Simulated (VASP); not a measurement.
# Sb2TeO2 (Pnnm) in VASP: band structure with PBE

Aim: the band structure of Sb2TeO2 with PBE.

Everything below comes from runs of VASP 6.6.1. Logs are shortened: lines on timing, memory, paths and dates and some standing lists are left out, and cuts for length are marked.

## (1) The structure

It takes space group Pnnm (No. 58, orthorhombic). The conventional cell has a = 3.906 Å, b = 12.546 Å, c = 3.901 Å, α = 90.00°, β = 90.00°, γ = 90.00°. Around Sb (site symmetry m) lie 4 O at 2.23 to 2.37 Å. Te (site symmetry 2/m) is surrounded by 8 Sb at 3.30 to 3.44 Å and 8 O at 3.67 to 3.72 Å. O (site symmetry m) has 4 Sb at 2.23 to 2.37 Å as nearest neighbours.

The cell was built by a generator and needn't be a form met in nature.

## (2) Band structure, PBE

Contents of POSCAR:

```
Sb2TeO2
1.0
    3.9058100000      0.0000000000      0.0000000000
    0.0000000000     12.5464100000      0.0000000000
    0.0000000000      0.0000000000      3.9007200000
Sb Te O
4 2 4
Direct
    0.5321070000      0.1539610000      0.5000000000
    0.0321070000      0.3460390000      0.0000000000
    0.9678930000      0.6539610000      0.0000000000
    0.4678930000      0.8460390000      0.5000000000
    0.0000000000      0.0000000000      0.0000000000
    0.5000000000      0.5000000000      0.5000000000
    0.0110860000      0.2502090000      0.5000000000
    0.5110860000      0.2497910000      0.0000000000
    0.4889140000      0.7502090000      0.0000000000
    0.9889140000      0.7497910000      0.5000000000
```

Contents of INCAR.step1:

```
PREC = Accurate
ENCUT = 520
EDIFF = 1E-7
ISMEAR = 0
SIGMA = 0.1
LREAL = F
LASPH = T
NELM = 100
ALGO = Normal
ISIF = 2
LWAVE = F
LCHARG = T
GGA = PE
KPAR = 4
```

Contents of KPOINTS.step1:

```
regular mesh
0
Gamma
  8 4 8
```

Contents of INCAR.step2:

```
PREC = Accurate
ENCUT = 520
EDIFF = 1E-7
ISMEAR = 0
SIGMA = 0.05
LREAL = F
LASPH = T
NELM = 100
ALGO = Normal
ISIF = 2
LWAVE = F
LCHARG = F
GGA = PE
KPAR = 4
ICHARG = 11
```

Contents of KPOINTS.step2:

```
path GXSYGZURTZ,YT,UX,SR
15
line-mode
reciprocal
 0.0000000000  0.0000000000  0.0000000000  G
 0.0000000000  0.0000000000  0.5000000000  X

 0.0000000000  0.0000000000  0.5000000000  X
 0.5000000000  0.0000000000  0.5000000000  S

 0.5000000000  0.0000000000  0.5000000000  S
 0.5000000000  0.0000000000  0.0000000000  Y

 0.5000000000  0.0000000000  0.0000000000  Y
 0.0000000000  0.0000000000  0.0000000000  G

 0.0000000000  0.0000000000  0.0000000000  G
 0.0000000000  0.5000000000  0.0000000000  Z

 0.0000000000  0.5000000000  0.0000000000  Z
 0.0000000000  0.5000000000  0.5000000000  U

 0.0000000000  0.5000000000  0.5000000000  U
 0.5000000000  0.5000000000  0.5000000000  R

 0.5000000000  0.5000000000  0.5000000000  R
 0.5000000000  0.5000000000  0.0000000000  T

 0.5000000000  0.5000000000  0.0000000000  T
 0.0000000000  0.5000000000  0.0000000000  Z

 0.5000000000  0.0000000000  0.0000000000  Y
 0.5000000000  0.5000000000  0.0000000000  T

 0.0000000000  0.5000000000  0.5000000000  U
 0.0000000000  0.0000000000  0.5000000000  X

 0.5000000000  0.0000000000  0.5000000000  S
 0.5000000000  0.5000000000  0.5000000000  R
```

Potentials or basis: VASP PAW PBE potentials, release 64 (Sb, Te, O).

Started as:

```console
$ cat potpaw_PBE.64/Sb/POTCAR potpaw_PBE.64/Te/POTCAR potpaw_PBE.64/O/POTCAR > POTCAR
$ cp INCAR.step1 INCAR
$ cp KPOINTS.step1 KPOINTS
$ mpirun -np 4 vasp_std > vasp.out
$ cp INCAR.step2 INCAR
$ cp KPOINTS.step2 KPOINTS
$ mpirun -np 4 vasp_std > vasp.out
```

OUTCAR:

```text
PREC = Accurate
   ENCUT = 520
   EDIFF = 1E-7
   ISMEAR = 0
   LREAL = F
   LASPH = T
   NELM = 100
   ISIF = 2
   GGA = PE
   ICHARG = 11

 ion  position               nearest neighbor table
   1  0.532  0.154  0.500-   7 2.23   8 2.29   8 2.29   7 2.37   5 3.30   5 3.30   5 3.44   5 3.44
                             2 3.66   2 3.66   2 3.66   2 3.66
   2  0.032  0.346  0.000-   8 2.23   7 2.29   7 2.29   8 2.37   6 3.30   6 3.30   6 3.44   6 3.44
                             1 3.66   1 3.66   1 3.66   1 3.66
   3  0.968  0.654  0.000-   9 2.23  10 2.29  10 2.29   9 2.37   6 3.30   6 3.30   6 3.44   6 3.44
                             4 3.66   4 3.66   4 3.66   4 3.66
   4  0.468  0.846  0.500-  10 2.23   9 2.29   9 2.29  10 2.37   5 3.30   5 3.30   5 3.44   5 3.44
                             3 3.66   3 3.66   3 3.66   3 3.66
   5  0.000  0.000  0.000-   1 3.30   4 3.30   1 3.30   4 3.30   1 3.44   1 3.44   4 3.44   4 3.44

   6  0.500  0.500  0.500-   2 3.30   3 3.30   2 3.30   3 3.30   2 3.44   2 3.44   3 3.44   3 3.44

   7  0.011  0.250  0.500-   1 2.23   2 2.29   2 2.29   1 2.37
   8  0.511  0.250  0.000-   2 2.23   1 2.29   1 2.29   2 2.37
   9  0.489  0.750  0.000-   3 2.23   4 2.29   4 2.29   3 2.37
  10  0.989  0.750  0.500-   4 2.23   3 2.29   3 2.29   4 2.37

  LATTYP: Found a simple orthorhombic cell.
 ALAT       =     3.9007200000
 B/A-ratio  =     1.0013048873
 C/A-ratio  =     3.2164344019

  Lattice vectors:

 A1 = (   0.0000000000,   0.0000000000,   3.9007200000)
 A2 = (   3.9058100000,   0.0000000000,   0.0000000000)
 A3 = (   0.0000000000,  12.5464100000,   0.0000000000)

Analysis of symmetry for initial positions (statically):
=====================================================================
 Subroutine PRICEL returns:
 Original cell was already a primitive cell.

 Routine SETGRP: Setting up the symmetry group for a
 simple orthorhombic supercell.

 Subroutine GETGRP returns: Found  8 space group operations
 (whereof  4 operations were pure point group operations)
 out of a pool of  8 trial point group operations.

The static configuration has the point symmetry C_2h.
 The point group associated with its full space group is D_2h.

Analysis of symmetry for dynamics (positions and initial velocities):
=====================================================================
 Subroutine PRICEL returns:
 Original cell was already a primitive cell.

 Routine SETGRP: Setting up the symmetry group for a
 simple orthorhombic supercell.

 Subroutine GETGRP returns: Found  8 space group operations
 (whereof  4 operations were pure point group operations)
 out of a pool of  8 trial point group operations.

The dynamic configuration has the point symmetry C_2h.
 The point group associated with its full space group is D_2h.

 Subroutine INISYM returns: Found  8 space group operations
 (whereof  4 operations are pure point group operations),
 and found     1 'primitive' translations

----------------------------------------------------------------------------------------

                                     Primitive cell

  volume of cell :     191.1505

  direct lattice vectors                    reciprocal lattice vectors
     3.905810000  0.000000000  0.000000000     0.256028839  0.000000000  0.000000000
     0.000000000 12.546410000  0.000000000     0.000000000  0.079704075  0.000000000
     0.000000000  0.000000000  3.900720000     0.000000000  0.000000000  0.256362928

  length of vectors
     3.905810000 12.546410000  3.900720000     0.256028839  0.079704075  0.256362928

  position of ions in fractional coordinates (direct lattice)
     0.532107000  0.153961000  0.500000000
     0.032107000  0.346039000  0.000000000
     0.967893000  0.653961000  0.000000000
     0.467893000  0.846039000  0.500000000
     0.000000000  0.000000000  0.000000000
     0.500000000  0.500000000  0.500000000
     0.011086000  0.250209000  0.500000000
     0.511086000  0.249791000  0.000000000
     0.488914000  0.750209000  0.000000000
     0.988914000  0.749791000  0.500000000

  ion indices of the primitive-cell ions
   primitive index   ion index
                 1           1
                 2           2
                 3           3
                 4           4
                 5           5
                 6           6
                 7           7
                 8           8
                 9           9
                10          10

----------------------------------------------------------------------------------------

 KPOINTS: path GXSYGZURTZ,YT,UX,SR

Interpolating k-points between supplied coordinates.

 Line segments in fractional coordinates (reciprocal lattice):
    0.000000  0.000000  0.000000  ...  0.000000  0.000000  0.500000
    0.000000  0.000000  0.500000  ...  0.500000  0.000000  0.500000
    0.500000  0.000000  0.500000  ...  0.500000  0.000000  0.000000
    0.500000  0.000000  0.000000  ...  0.000000  0.000000  0.000000
    0.000000  0.000000  0.000000  ...  0.000000  0.500000  0.000000
    0.000000  0.500000  0.000000  ...  0.000000  0.500000  0.500000
    0.000000  0.500000  0.500000  ...  0.500000  0.500000  0.500000
    0.500000  0.500000  0.500000  ...  0.500000  0.500000  0.000000
    0.500000  0.500000  0.000000  ...  0.000000  0.500000  0.000000
    0.500000  0.000000  0.000000  ...  0.500000  0.500000  0.000000
    0.000000  0.500000  0.500000  ...  0.000000  0.000000  0.500000
    0.500000  0.000000  0.500000  ...  0.500000  0.500000  0.500000

 Generated    15 points on each line segment, for a total of    180 k-points:

 Following reciprocal coordinates:
            Coordinates               Weight
  0.000000  0.000000  0.000000      0.005556
  0.000000  0.000000  0.035714      0.005556
  0.000000  0.000000  0.071429      0.005556
  0.000000  0.000000  0.107143      0.005556
  0.000000  0.000000  0.142857      0.005556
  0.000000  0.000000  0.178571      0.005556
[... 16 lines left out ...]
  0.250000  0.000000  0.500000      0.005556
  0.285714  0.000000  0.500000      0.005556
 [... further k-points ...]
   k-points           NKPTS =    180   k-points in BZ     NKDIM =    180   number of bands    NBANDS=     34
   number of dos      NEDOS =    301   number of ions     NIONS =     10
   total plane-waves  NPLWV =  86400
   dimension x,y,z NGX =    30 NGY =   96 NGZ =   30
   dimension x,y,z NGXF=    60 NGYF=  192 NGZF=   60
   ions per type =               4   2   4
   NGX,Y,Z   is equivalent  to a cutoff of  12.77, 12.72, 12.79 a.u.
   NGXF,Y,Z  is equivalent  to a cutoff of  25.54, 25.44, 25.57 a.u.
 SYSTEM =  unknown system
   PREC   = accura    normal or accurate (medium, high low for compatibility)
   ISTART =      0    job   : 0-new  1-cont  2-samecut
   ICHARG =     11    charge: 1-file 2-atom 10-const
   ISPIN  =      1    spin polarized calculation?
   LNONCOLLINEAR =      F non collinear calculations
   LSORBIT =      F    spin-orbit coupling
   LASPH  =      T    aspherical Exc in radial PAW
   ENCUT  =  520.0 eV  38.22 Ry    6.18 a.u.   7.26 23.33  7.25*2*pi/ulx,y,z
   NELM   =    100;   NELMIN=  2; NELMDL=  0     # of ELM steps
   EDIFF  = 0.1E-06   stopping-criterion for ELM
   LREAL  =      F    real-space projection
   EDIFFG = 0.1E-05   stopping-criterion for IOM
   NSW    =      0    number of steps for IOM
   IBRION =     -1    ionic relax: 0-MD 1-quasi-New 2-CG
   NFREE  =      0    steps in history (QN), initial steepest desc. (CG)
   ISIF   =      2    stress and relaxation
   ISYM   =      2    0-nonsym 1-usesym 2-fastsym
   POTIM  = 0.5000    time-step for ionic-motion
   TEBEG  =    0.0;   TEEND  =   0.0 temperature during run
   PSTRESS=    0.0 pullay stress
   NELECT =      56.0000    total number of electrons
   NUPDOWN=      -1.0000    fix difference up-down
   EMIN   =  10.00;   EMAX   =-10.00  energy-range for DOS
   EFERMI =   0.00;   METHOD = LEGACY
   ISMEAR =     0;   SIGMA  =   0.05  broadening in eV -4-tet -1-fermi 0-gaus
   EFERMI_NEDOS =   21; number of points for ismear=-14 and -15
   IALGO  =     38    algorithm
   IMIX   =      4    mixing-type and parameters
     AMIX     =   0.40;   BMIX     =  1.00
     AMIX_MAG =   1.60;   BMIX_MAG =  1.00
  volume/ion in A,a.u.               =      19.12       128.99
  Fermi-wavevector in a.u.,A,eV,Ry     =   1.087291  2.054682 16.084825  1.182201
  Thomas-Fermi vector in A             =   2.223447
   LORBIT       =      0    0 simple, 1 ext, 2 COOP (PROOUT), +10 PAW based schemes
   GGA     = PE    functional components
   LHFCALC =     F    Hartree Fock is set to
   AEXX    =    0.0000 exact exchange contribution
   IVDW    =     0    specifies the selected vdW correction
   LEPSILON=     F    determine dielectric tensor
   LRPA    =     F    only Hartree local field effects (RPA)
 non-spin polarized calculation
 Gauss-broadening in eV      SIGMA  =   0.05
  energy-cutoff  :      520.00
  volume of cell :      191.15
 maximum number of plane-waves:      5181
 NGX is ok and might be reduce to    30

 number of electron      56.0000004 magnetization

 Free energy of the ion-electron system (eV)
  ---------------------------------------------------
  ext. energy  EPLUGINS =         0.00000000
  ---------------------------------------------------
  free energy    TOTEN  =       -49.69372501 eV

  energy without entropy =      -49.68112637  energy(sigma->0) =      -49.68742569

 E-fermi :   7.9993     XC(G=0): -10.3581

 val. band max:        7.9959778838   @ k =   0.0000   0.5000   0.4643
 cond. band min:       8.0026651913   @ k =   0.4643   0.0000   0.0000
 fundamental gap:      0.0066873076
 Fermi energy:         7.9992722950

 k-point     1 :       0.0000    0.0000    0.0000
  band No.  band energies     occupation
      1     -12.4752      2.00000
      2     -12.4680      2.00000
      3     -10.4848      2.00000
      4     -10.4845      2.00000
      5      -4.4440      2.00000
      6      -3.8640      2.00000
[... 26 lines left out ...]
     33       9.6946      0.00000
     34      11.1031      0.00000
[... 820 lines left out ...]
      4     -11.3278      2.00000
      5      -2.5266      2.00000
      6      -2.5266      2.00000
[... 26 lines left out ...]
     33      10.5264      0.00000
     34      10.5274      0.00000

 [... further k-points ...]
[... 5 lines left out ...]
  --------------------------------------------------------------------------------------
  -------------------------------------------------------------------------------------
  Total        1.5485097      0.9421211      2.5016671      0.0000000      0.0000000      0.0000000
  in kB       12.9792362      7.8966325     20.9683733      0.0000000      0.0000000      0.0000000
  external PRESSURE =      13.9480806 kB  Pullay stress =       0.0000000 kB

 VOLUME and BASIS-vectors are now :
 -----------------------------------------------------------------------------
  energy-cutoff  :      520.00
  volume of cell :      191.15
      direct lattice vectors                 reciprocal lattice vectors
     3.905810000  0.000000000  0.000000000     0.256028839  0.000000000  0.000000000
     0.000000000 12.546410000  0.000000000     0.000000000  0.079704075  0.000000000
     0.000000000  0.000000000  3.900720000     0.000000000  0.000000000  0.256362928

 POSITION                                       TOTAL-FORCE (eV/Angst)
 -----------------------------------------------------------------------------------
      2.07831      1.93166      1.95036        -0.044460      0.308649      0.000000
      0.12540      4.34155      0.00000        -0.044460     -0.308649      0.000000
      3.78041      8.20486      0.00000         0.044460      0.308649      0.000000
      1.82750     10.61475      1.95036         0.044460     -0.308649      0.000000
      0.00000      0.00000      0.00000         0.000000     -0.000000      0.000000
      1.95290      6.27320      1.95036         0.000000     -0.000000      0.000000
      0.04330      3.13922      1.95036         0.026453      0.000547     -0.000000
      1.99620      3.13398      0.00000         0.026453     -0.000547     -0.000000
      1.90961      9.41243      0.00000        -0.026453      0.000547      0.000000
      3.86251      9.40719      1.95036        -0.026453     -0.000547      0.000000
 -----------------------------------------------------------------------------------
    total drift:                                0.000000      0.000000      0.000000

  FREE ENERGIE OF THE ION-ELECTRON SYSTEM (eV)
  ---------------------------------------------------
  free  energy   TOTEN  =       -49.6937250093 eV

  energy  without entropy=      -49.6811263690  energy(sigma->0) =      -49.68742569
```

It took 7.9 min on 4 MPI ranks of Intel Xeon Platinum 8488C (Sapphire Rapids), shared host; peak memory 0.98 GiB.

What came out:

```yaml
Band_gap_along_the_path: none (metal or under the smearing width)
```

Levels at the corners of the path, in eV from the Fermi level:
| point | band 24 | band 25 | band 26 | band 27 | band 28 | band 29 | band 30 | band 31 | band 32 | band 33 |
| --- | --- | --- | --- | --- | --- | --- | --- | --- | --- | --- |
| Γ | -1.47 | -1.41 | -1.03 | -0.91 | -0.89 | -0.27 | 0.30 | 1.53 | 1.53 | 1.70 |
| X | -1.99 | -0.68 | -0.68 | 0.03 | 0.03 | 1.82 | 1.82 | 2.19 | 2.19 | 3.06 |
| X | -1.99 | -0.68 | -0.68 | 0.03 | 0.03 | 1.82 | 1.82 | 2.19 | 2.19 | 3.05 |
| S | -3.04 | -2.81 | -2.81 | -1.47 | -1.47 | -0.47 | -0.47 | 2.12 | 2.12 | 2.42 |
| S | -3.04 | -2.81 | -2.81 | -1.47 | -1.47 | -0.47 | -0.47 | 2.12 | 2.12 | 2.42 |
| Y | -1.99 | -0.67 | -0.67 | -0.01 | -0.01 | 1.82 | 1.82 | 2.31 | 2.31 | 2.92 |
| Y | -1.99 | -0.67 | -0.67 | -0.01 | -0.01 | 1.82 | 1.82 | 2.31 | 2.31 | 2.93 |
| Γ | -1.47 | -1.41 | -1.03 | -0.91 | -0.89 | -0.27 | 0.30 | 1.53 | 1.53 | 1.70 |
| Γ | -1.47 | -1.41 | -1.03 | -0.91 | -0.89 | -0.27 | 0.30 | 1.53 | 1.53 | 1.70 |
| Z | -1.65 | -1.20 | -1.20 | -1.14 | -1.14 | 0.08 | 0.08 | 2.13 | 2.13 | 2.23 |
| Z | -1.65 | -1.20 | -1.20 | -1.14 | -1.14 | 0.08 | 0.08 | 2.13 | 2.13 | 2.23 |
| U | -2.06 | -0.68 | -0.68 | 0.03 | 0.03 | 1.84 | 1.84 | 2.23 | 2.23 | 3.04 |
| U | -2.06 | -0.68 | -0.68 | 0.03 | 0.03 | 1.84 | 1.84 | 2.23 | 2.23 | 3.05 |
| R | -3.04 | -3.04 | -3.04 | -1.58 | -1.58 | 0.58 | 0.58 | 0.59 | 0.59 | 2.50 |
| R | -3.04 | -3.04 | -3.04 | -1.58 | -1.58 | 0.58 | 0.58 | 0.59 | 0.59 | 2.50 |
| T | -2.06 | -0.67 | -0.67 | 0.00 | 0.00 | 1.86 | 1.86 | 2.28 | 2.28 | 2.95 |
| T | -2.06 | -0.67 | -0.67 | 0.00 | 0.00 | 1.86 | 1.86 | 2.28 | 2.28 | 2.92 |
| Z | -1.65 | -1.20 | -1.20 | -1.14 | -1.14 | 0.08 | 0.08 | 2.13 | 2.13 | 2.23 |
| Y | -1.99 | -0.67 | -0.67 | -0.01 | -0.01 | 1.82 | 1.82 | 2.31 | 2.31 | 2.93 |
| T | -2.06 | -0.67 | -0.67 | 0.00 | 0.00 | 1.86 | 1.86 | 2.28 | 2.28 | 2.94 |
| U | -2.06 | -0.68 | -0.68 | 0.03 | 0.03 | 1.84 | 1.84 | 2.23 | 2.23 | 3.07 |
| X | -1.99 | -0.68 | -0.68 | 0.03 | 0.03 | 1.82 | 1.82 | 2.19 | 2.19 | 3.06 |
| S | -3.04 | -2.81 | -2.81 | -1.47 | -1.47 | -0.47 | -0.47 | 2.12 | 2.12 | 2.42 |
| R | -3.04 | -3.04 | -3.04 | -1.58 | -1.58 | 0.58 | 0.58 | 0.59 | 0.59 | 2.50 |

Caveat: the log is that of the step along the path at fixed density, whose energy, stress, charges and moments have no meaning; spin-orbit coupling is left out, which moves the levels of the heavy elements.
